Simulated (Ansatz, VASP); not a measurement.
# Te2As in two plane-wave programs, part 2 of 3

Aim: how closely do two programs agree when they are given the same cell, functional and k mesh? The cell is generated by rule, not measured, and may not be a known phase. The cell is taken from a series of runs on this material, whose earlier steps may have relaxed, scaled, displaced or heated it; both programs get it as it stands.

VASP 6.6.1 and Ansatz 0.2.0.

So far: The structure; Ansatz: zone-centre phonons, LDA.

**3. VASP: zone-centre phonons, LDA**

Level of this step: LDA; plane waves and PAW (As, Te); invented cell (VASP).

The same cell, functional (in two slightly different forms), mesh and smearing now go to VASP, with its own data sets.

Lines of VASP's logs that name or quote its potential files are left out, and so is its time.

Contents of INCAR:

```
SYSTEM = Te2As
PREC = Accurate
ENCUT = 500
EDIFF = 1E-08
NELM = 120
ISMEAR = 1
SIGMA = 0.15
LREAL = .FALSE.
ALGO = Normal
GGA = CA
NBANDS = 23
LORBIT = 11
LWAVE = .FALSE.
LCHARG = .FALSE.
ISIF = 2
IBRION = 8
LASPH = .TRUE.
GGA_COMPAT = .FALSE.
KPAR = 2
```

Contents of POSCAR:

```
Te2As
1.0
    3.7897702482      0.0000000000      0.0000000000
    0.0000000000      6.8942621265      0.0000000000
    0.0000000000      0.0000000000      6.3735170184
As Te
2 4
Direct
    0.5000000000      0.5000000000      0.0911363009
    0.0000000000      0.0000000000      0.9088636991
    0.5000000000      0.7256762355      0.7270833582
    0.0000000000      0.2256762355      0.2729166418
    0.5000000000      0.2743237645      0.7270833582
    0.0000000000      0.7743237645      0.2729166418
```

Contents of KPOINTS:

```
Automatic mesh
0
Gamma
8 6 6
0 0 0
```

The projector-augmented-wave data sets are As and Te (LDA family, release 64).

Launch:

```bash
$ mpirun -np 2 vasp_std
```

Log:

```text
[banner, memory and clock lines left out]
running    2 mpi-ranks, on    1 nodes
 distrk:  each k-point on    1 cores,    2 groups
 distr:  one band on    1 cores,    1 groups

 POSCAR found type information on POSCAR AsTe
 POSCAR found :  2 types and       6 ions
 LDA part: xc-table for (Slater(with rela. corr.)+CA(PZ))
 , standard interpolation
 POSCAR, INCAR and KPOINTS ok, starting setup
 FFT: planning ... GRIDC
 FFT: planning ... GRID_SOFT
 FFT: planning ... GRID
 WAVECAR not read
 entering main loop
       N       E                     dE             d eps       ncg     rms          rms(c)
DAV:   1     0.150349284225E+03    0.15035E+03   -0.12392E+04  3680   0.117E+03
DAV:   2    -0.122319385912E+02   -0.16258E+03   -0.15638E+03  4793   0.175E+02
DAV:   3    -0.246364760064E+02   -0.12405E+02   -0.12081E+02  4696   0.517E+01
DAV:   4    -0.249065171608E+02   -0.27004E+00   -0.26911E+00  4345   0.881E+00
DAV:   5    -0.249143969145E+02   -0.78798E-02   -0.78757E-02  5124   0.150E+00    0.142E+01
DAV:   6    -0.248704482950E+02    0.43949E-01   -0.38828E-02  4130   0.969E-01    0.846E+00
DAV:   7    -0.248534172617E+02    0.17031E-01   -0.44434E-02  4631   0.962E-01    0.464E-01
DAV:   8    -0.248532814879E+02    0.13577E-03   -0.39172E-03  4171   0.315E-01    0.237E-01
DAV:   9    -0.248532078371E+02    0.73651E-04   -0.38643E-04  4649   0.984E-02    0.774E-02
DAV:  10    -0.248532055116E+02    0.23255E-05   -0.39884E-05  4325   0.298E-02    0.125E-02
DAV:  11    -0.248532049446E+02    0.56697E-06   -0.32821E-06  4625   0.945E-03    0.707E-03
DAV:  12    -0.248532048401E+02    0.10454E-06   -0.73130E-07  4456   0.451E-03    0.317E-03
DAV:  13    -0.248532048495E+02   -0.93828E-08   -0.13504E-07  4317   0.176E-03    0.589E-04
DAV:  14    -0.248532048493E+02    0.19782E-09   -0.49879E-09  2617   0.404E-04
   1 F= -.24853205E+02 E0= -.24854839E+02  d E =0.490131E-02
 Linear response reoptimize wavefunctions to high precision
DAV:   1    -0.248532048495E+02   -0.28240E-09   -0.12722E-09  2927   0.203E-04
DAV:   2    -0.248532048496E+02   -0.39336E-10   -0.30225E-10  2365   0.985E-05
 Linear response DOF=           6
 Linear response progress:
  Degree of freedom:   1/  6
       N       E                     dE             d eps       ncg     rms          rms(c)
RMM:   1    -0.426228991279E-01   -0.42623E-01    0.38124E-02 10487   0.931E-01
RMM:   2    -0.407060376167E-01    0.19169E-02   -0.28408E-03  7538   0.229E-01    0.701E-02
RMM:   3    -0.406072879542E-01    0.98750E-04   -0.15285E-04  8162   0.433E-02    0.407E-02
RMM:   4    -0.405139763906E-01    0.93312E-04   -0.68813E-06  7954   0.172E-02    0.583E-03
RMM:   5    -0.405199304530E-01   -0.59541E-05   -0.40818E-07  8481   0.451E-03    0.130E-03
RMM:   6    -0.405263905389E-01   -0.64601E-05   -0.67279E-07  7772   0.133E-03    0.391E-04
RMM:   7    -0.405269475305E-01   -0.55699E-06   -0.32545E-09  8581   0.390E-04    0.184E-04
RMM:   8    -0.405267543117E-01    0.19322E-06   -0.11568E-07  8598   0.112E-04    0.624E-05
RMM:   9    -0.405267927244E-01   -0.38413E-07   -0.33057E-08  8827   0.367E-05    0.180E-05
RMM:  10    -0.405268078472E-01   -0.15123E-07    0.16471E-08  8944   0.125E-05    0.446E-06
RMM:  11    -0.405268086308E-01   -0.78362E-09    0.11510E-08  8592   0.479E-06    0.111E-06
 first order change of Fermi-energy  -0.22436E-04
 force on displaced ion       1 direction 1 :  -2.767  -0.000   0.002
 Linear response progress:
  Degree of freedom:   2/  6
       N       E                     dE             d eps       ncg     rms          rms(c)
RMM:   1    -0.523332142811E-01   -0.52333E-01    0.59261E-02 10695   0.993E-01
RMM:   2    -0.494929999616E-01    0.28402E-02   -0.37990E-03  7256   0.260E-01    0.144E-01
RMM:   3    -0.492204302731E-01    0.27257E-03   -0.35209E-04  7560   0.682E-02    0.960E-02
RMM:   4    -0.491723995546E-01    0.48031E-04   -0.33033E-05  7914   0.230E-02    0.463E-02
RMM:   5    -0.491424656689E-01    0.29934E-04   -0.20728E-05  7946   0.125E-02    0.567E-03
RMM:   6    -0.491481979053E-01   -0.57322E-05   -0.10399E-05  8185   0.296E-03    0.248E-03
RMM:   7    -0.491546187495E-01   -0.64208E-05   -0.64214E-06  7588   0.150E-03    0.626E-04
RMM:   8    -0.491529632806E-01    0.16555E-05   -0.46099E-07  8340   0.408E-04    0.153E-04
RMM:   9    -0.491526089535E-01    0.35433E-06    0.27760E-07  8335   0.132E-04    0.529E-05
RMM:  10    -0.491526265843E-01   -0.17631E-07    0.21402E-07  8615   0.365E-05    0.105E-05
RMM:  11    -0.491526508491E-01   -0.24265E-07    0.14017E-07  8442   0.143E-05    0.692E-06
RMM:  12    -0.491526587460E-01   -0.78970E-08    0.90997E-08  8415   0.577E-06    0.245E-06
 first order change of Fermi-energy  -0.90636E-04
 force on displaced ion       1 direction 2 :   0.000  -3.352  -0.001
 Linear response progress:
  Degree of freedom:   3/  6
       N       E                     dE             d eps       ncg     rms          rms(c)
RMM:   1    -0.512866744633E-01   -0.51287E-01    0.55134E-02  8388   0.973E-01
RMM:   2    -0.489855582039E-01    0.23011E-02   -0.30845E-03  5789   0.253E-01    0.128E-01
RMM:   3    -0.489105187521E-01    0.75039E-04   -0.11181E-04  6195   0.538E-02    0.795E-02
RMM:   4    -0.488730463039E-01    0.37472E-04   -0.25434E-05  6270   0.187E-02    0.260E-02
RMM:   5    -0.488604204423E-01    0.12626E-04   -0.26802E-06  6381   0.796E-03    0.307E-03
RMM:   6    -0.488633079250E-01   -0.28875E-05    0.31016E-07  6550   0.206E-03    0.147E-03
RMM:   7    -0.488664955796E-01   -0.31877E-05    0.13900E-07  6318   0.970E-04    0.340E-04
RMM:   8    -0.488662463562E-01    0.24922E-06    0.39053E-08  6684   0.243E-04    0.157E-04
RMM:   9    -0.488660591728E-01    0.18718E-06   -0.18773E-08  6623   0.906E-05    0.366E-05
RMM:  10    -0.488660752421E-01   -0.16069E-07   -0.40643E-08  6858   0.275E-05    0.182E-05
RMM:  11    -0.488660966861E-01   -0.21444E-07   -0.40263E-08  6827   0.909E-06    0.739E-06
RMM:  12    -0.488661023447E-01   -0.56586E-08   -0.33175E-09  6453   0.461E-06    0.206E-06
 first order change of Fermi-energy   0.65949E-01
 force on displaced ion       1 direction 3 :   0.000   0.000  -3.678
 Linear response progress:
  Degree of freedom:   4/  6
       N       E                     dE             d eps       ncg     rms          rms(c)
RMM:   1    -0.452258798769E-01   -0.45226E-01    0.16994E-02 15017   0.930E-01
RMM:   2    -0.436029888946E-01    0.16229E-02   -0.28773E-03 10796   0.257E-01    0.410E-02
RMM:   3    -0.435781019984E-01    0.24887E-04   -0.15897E-04 11673   0.496E-02    0.315E-02
RMM:   4    -0.435385162542E-01    0.39586E-04   -0.18145E-05 12014   0.154E-02    0.131E-02
RMM:   5    -0.435296070537E-01    0.89092E-05   -0.46095E-06 12150   0.545E-03    0.327E-03
RMM:   6    -0.435326333109E-01   -0.30263E-05   -0.66199E-07 12118   0.164E-03    0.103E-03
RMM:   7    -0.435331260994E-01   -0.49279E-06   -0.14848E-07 12472   0.408E-04    0.321E-04
RMM:   8    -0.435333614769E-01   -0.23538E-06   -0.15811E-07 12371   0.118E-04    0.802E-05
RMM:   9    -0.435333937415E-01   -0.32265E-07    0.16681E-07 12911   0.386E-05    0.218E-05
RMM:  10    -0.435334299487E-01   -0.36207E-07   -0.11471E-07 12755   0.135E-05    0.329E-06
RMM:  11    -0.435334467123E-01   -0.16764E-07   -0.64573E-10 12319   0.552E-06    0.831E-07
RMM:  12    -0.435334518184E-01   -0.51061E-08   -0.20092E-09  8941   0.297E-06    0.447E-07
 first order change of Fermi-energy   0.55592E-04
 force on displaced ion       3 direction 1 :  -1.750  -0.003   0.001
 Linear response progress:
  Degree of freedom:   5/  6
       N       E                     dE             d eps       ncg     rms          rms(c)
RMM:   1    -0.596118977895E-01   -0.59612E-01    0.32250E-02 10697   0.967E-01
RMM:   2    -0.565695837499E-01    0.30423E-02   -0.36031E-03  7180   0.287E-01    0.115E-01
RMM:   3    -0.565887058278E-01   -0.19122E-04   -0.15811E-04  7792   0.604E-02    0.785E-02
RMM:   4    -0.565967527966E-01   -0.80470E-05   -0.25223E-05  8063   0.189E-02    0.206E-02
RMM:   5    -0.565996402900E-01   -0.28875E-05   -0.51803E-07  8158   0.645E-03    0.202E-03
RMM:   6    -0.565981142258E-01    0.15261E-05   -0.25069E-06  8288   0.184E-03    0.113E-03
RMM:   7    -0.565966311605E-01    0.14831E-05   -0.83573E-07  8337   0.828E-04    0.349E-04
RMM:   8    -0.565965655336E-01    0.65627E-07   -0.10564E-07  8528   0.207E-04    0.151E-04
RMM:   9    -0.565966641121E-01   -0.98578E-07    0.74139E-08  8465   0.616E-05    0.338E-05
RMM:  10    -0.565967236354E-01   -0.59523E-07    0.63867E-08  8617   0.259E-05    0.134E-05
RMM:  11    -0.565967334078E-01   -0.97724E-08    0.37370E-08  8630   0.968E-06    0.441E-06
 first order change of Fermi-energy  -0.15994E+00
 force on displaced ion       3 direction 2 :   0.000  -3.475   0.369
 Linear response progress:
  Degree of freedom:   6/  6
       N       E                     dE             d eps       ncg     rms          rms(c)
RMM:   1    -0.585961057557E-01   -0.58596E-01    0.29797E-02 10385   0.965E-01
RMM:   2    -0.559707315693E-01    0.26254E-02   -0.35677E-03  7229   0.280E-01    0.101E-01
RMM:   3    -0.559239938479E-01    0.46738E-04   -0.18660E-04  7650   0.592E-02    0.746E-02
RMM:   4    -0.558902709895E-01    0.33723E-04   -0.22638E-05  8127   0.164E-02    0.280E-02
RMM:   5    -0.558785483729E-01    0.11723E-04   -0.72106E-06  8025   0.675E-03    0.573E-03
RMM:   6    -0.558808561262E-01   -0.23078E-05   -0.26447E-06  8317   0.213E-03    0.323E-03
RMM:   7    -0.558822628550E-01   -0.14067E-05   -0.91146E-07  8182   0.837E-04    0.411E-04
RMM:   8    -0.558818423962E-01    0.42046E-06    0.53664E-07  8532   0.243E-04    0.150E-04
RMM:   9    -0.558816706097E-01    0.17179E-06   -0.16475E-07  8214   0.942E-05    0.912E-05
RMM:  10    -0.558816566054E-01    0.14004E-07   -0.14436E-07  8744   0.346E-05    0.473E-05
RMM:  11    -0.558817112404E-01   -0.54635E-07   -0.10345E-07  8456   0.146E-05    0.138E-05
RMM:  12    -0.558817221344E-01   -0.10894E-07    0.54044E-08  8651   0.606E-06    0.287E-06
RMM:  13    -0.558817227613E-01   -0.62692E-09    0.13543E-08  6644   0.319E-06    0.145E-06
 first order change of Fermi-energy  -0.32413E-01
 force on displaced ion       3 direction 3 :   0.000   0.361  -3.618
 Linear response finished
```

[end of part 2 of 3]

[Lines on the potential files, build, host, timing and source positions are cut from VASP's logs without a mark.]

[Logs are printed without paths, hosts, clocks, repeated set-up lines and the standing remarks that a program may print on its own settings, such as how far it seeks lower states.]

[Hosts, paths, dates, database ids (printed as entryN), source tags and the programs' standing remarks are cut or masked in the printed files.]
